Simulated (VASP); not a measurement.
These are r2SCAN meta-GGA, VASP's PBE PAW potentials (set 64) (plane waves; VASP 6.6.1) values and carry that method's errors.

VASP ran on this input.

KPOINTS:
```
K-points
0
Gamma
 18 18 18
```

**INCAR**
```
ALGO = Normal
EDIFF = 1E-7
ENCUT = 520
ISIF = 2
ISMEAR = -5
LASPH = .TRUE.
LCHARG = .FALSE.
LMAXMIX = 6
LMIXTAU = .TRUE.
LORBIT = 11
LREAL = .FALSE.
LWAVE = .FALSE.
METAGGA = R2SCAN
NEDOS = 601
NELM = 100
PREC = Accurate
SYSTEM = W
```

**KPOINTS_OPT**
```
k-points along high-symmetry lines
10
Line-mode
Reciprocal
  0.000000   0.000000   0.000000 ! GAMMA
  0.500000  -0.500000   0.500000 ! H

  0.500000  -0.500000   0.500000 ! H
  0.000000   0.000000   0.500000 ! N

  0.000000   0.000000   0.500000 ! N
  0.000000   0.000000   0.000000 ! GAMMA

  0.000000   0.000000   0.000000 ! GAMMA
  0.250000   0.250000   0.250000 ! P

  0.250000   0.250000   0.250000 ! P
  0.500000  -0.500000   0.500000 ! H

  0.250000   0.250000   0.250000 ! P
  0.000000   0.000000   0.500000 ! N
```

POSCAR:
```
W
2.7476410
 -0.5773503353   0.5773503353   0.5773503353
  0.5773503353  -0.5773503353   0.5773503353
  0.5773503353   0.5773503353  -0.5773503353
W
1
Cart
  0.0000000000   0.0000000000   0.0000000000
```

POTCAR, in this order: W_sv (PBE.64 set). Program: vasp_std.

Output of the run:

**OUTCAR**
```
 ion  position               nearest neighbor table
   1  0.000  0.000  0.000-
  LATTYP: Found a body centered cubic cell.
 ALAT       =     3.1727029050
 Subroutine PRICEL returns:
 Original cell was already a primitive cell.
 Subroutine GETGRP returns: Found 48 space group operations
The static configuration has the point symmetry O_h .
The dynamic configuration has the point symmetry O_h .
 Subroutine INISYM returns: Found 48 space group operations
 Subroutine IBZKPT returns following result:
 Found    195 irreducible k-points:

 Following reciprocal coordinates:
            Coordinates               Weight
  0.000000  0.000000  0.000000      1.000000
  0.055556  0.000000  0.000000     12.000000
  0.111111  0.000000  0.000000     12.000000
  0.166667  0.000000  0.000000     12.000000
  0.222222  0.000000  0.000000     12.000000
  0.277778  0.000000  0.000000     12.000000
  0.333333  0.000000  0.000000     12.000000
  0.388889  0.000000  0.000000     12.000000
  0.444444  0.000000  0.000000     12.000000
  0.500000  0.000000  0.000000      6.000000
  0.055556  0.055556  0.000000     24.000000
  0.111111  0.055556 -0.000000     48.000000
  0.166667  0.055556  0.000000     48.000000
  0.222222  0.055556  0.000000     48.000000
  0.277778  0.055556  0.000000     48.000000
  0.333333  0.055556  0.000000     48.000000
  0.388889  0.055556 -0.000000     48.000000
  0.444444  0.055556 -0.000000     48.000000
  0.111111  0.111111  0.000000     24.000000
  0.166667  0.111111 -0.000000     48.000000
  0.222222  0.111111 -0.000000     48.000000
  0.277778  0.111111  0.000000     48.000000
  0.333333  0.111111 -0.000000     48.000000
  0.388889  0.111111 -0.000000     48.000000
  0.444444  0.111111  0.000000     24.000000
...
```

**OSZICAR**
```
       N       E                     dE             d eps       ncg     rms          rms(c)
DAV:   1     0.388141517632E+02    0.38814E+02   -0.80564E+03  4309   0.149E+03
DAV:   2    -0.539653540088E+02   -0.92780E+02   -0.90092E+02  4613   0.347E+02
DAV:   3    -0.556254231649E+02   -0.16601E+01   -0.16440E+01  4865   0.459E+01
DAV:   4    -0.556343091251E+02   -0.88860E-02   -0.88845E-02  4635   0.368E+00
DAV:   5    -0.556343835213E+02   -0.74396E-04   -0.74389E-04  4847   0.339E-01    0.224E+01
DAV:   6    -0.507606771316E+02    0.48737E+01   -0.23338E+00  4461   0.223E+01    0.451E+00
DAV:   7    -0.514936368409E+02   -0.73296E+00   -0.17567E-01  4326   0.548E+00    0.279E+00
DAV:   8    -0.508413455462E+02    0.65229E+00   -0.50217E-01  4356   0.949E+00    0.330E+00
DAV:   9    -0.512943518792E+02   -0.45301E+00   -0.11436E-01  4536   0.361E+00    0.152E+00
DAV:  10    -0.513509665585E+02   -0.56615E-01   -0.16129E-02  4317   0.165E+00    0.677E-01
DAV:  11    -0.513525944912E+02   -0.16279E-02   -0.36858E-03  4623   0.815E-01    0.113E-01
DAV:  12    -0.513527693164E+02   -0.17483E-03   -0.23067E-04  4407   0.220E-01    0.669E-02
DAV:  13    -0.513527057676E+02    0.63549E-04   -0.81017E-05  4515   0.139E-01    0.431E-02
DAV:  14    -0.513527211150E+02   -0.15347E-04   -0.14483E-05  4464   0.520E-02    0.256E-02
DAV:  15    -0.513527174311E+02    0.36839E-05   -0.14449E-05  4587   0.544E-02    0.850E-03
DAV:  16    -0.513527272053E+02   -0.97742E-05   -0.26132E-06  4722   0.184E-02    0.261E-03
DAV:  17    -0.513527256009E+02    0.16045E-05   -0.50636E-07  4548   0.101E-02    0.811E-04
DAV:  18    -0.513527278024E+02   -0.22015E-05   -0.34588E-08  2198   0.240E-03    0.361E-04
DAV:  19    -0.513527264946E+02    0.13078E-05   -0.79512E-09  2163   0.137E-03    0.746E-05
DAV:  20    -0.513527270141E+02   -0.51955E-06   -0.10210E-09  2157   0.526E-04    0.125E-05
DAV:  21    -0.513527269218E+02    0.92291E-07   -0.10614E-10  2151   0.170E-04
   1 F= -.51352727E+02 E0= -.51352727E+02  d E =0.000000E+00
       N       E                     dE             ncg
```

OUTCAR:
```
------------------------ aborting loop because EDIFF is reached ----------------------------------------
  FORCE on cell =-STRESS in cart. coord.  units (eV):
  Direction    XX          YY          ZZ          XY          YZ          ZX
  --------------------------------------------------------------------------------------
  Total        0.0261593      0.0261593      0.0261593      0.0000000     -0.0000000     -0.0000000
  in kB        2.6246975      2.6246975      2.6246975      0.0000000     -0.0000000     -0.0000000
  external PRESSURE =       2.6246975 kB  Pullay stress =       0.0000000 kB
  volume of cell :       15.97
      direct lattice vectors                 reciprocal lattice vectors
    -1.586351452  1.586351452  1.586351452     0.000000000  0.315188667  0.315188667
     1.586351452 -1.586351452  1.586351452     0.315188667  0.000000000  0.315188667
     1.586351452  1.586351452 -1.586351452     0.315188667  0.315188667  0.000000000
 POSITION                                       TOTAL-FORCE (eV/Angst)
 -----------------------------------------------------------------------------------
      0.00000      0.00000      0.00000        -0.000000      0.000000      0.000000
 -----------------------------------------------------------------------------------
    total drift:                               -0.000000     -0.000000      0.000000
  FREE ENERGIE OF THE ION-ELECTRON SYSTEM (eV)
  ---------------------------------------------------
  free  energy   TOTEN  =       -51.3527269218 eV

  energy  without entropy=      -51.3527269218  energy(sigma->0) =      -51.35272692

 total charge

# of ion       s       p       d       tot
------------------------------------------
    1        2.392   6.355   3.306  12.053
```
(Selected blocks of OUTCAR.)

For a metal the tetrahedron method with Blöchl corrections gives inexact stress and forces.

The compound is W in the bcc structure. It was relaxed first.
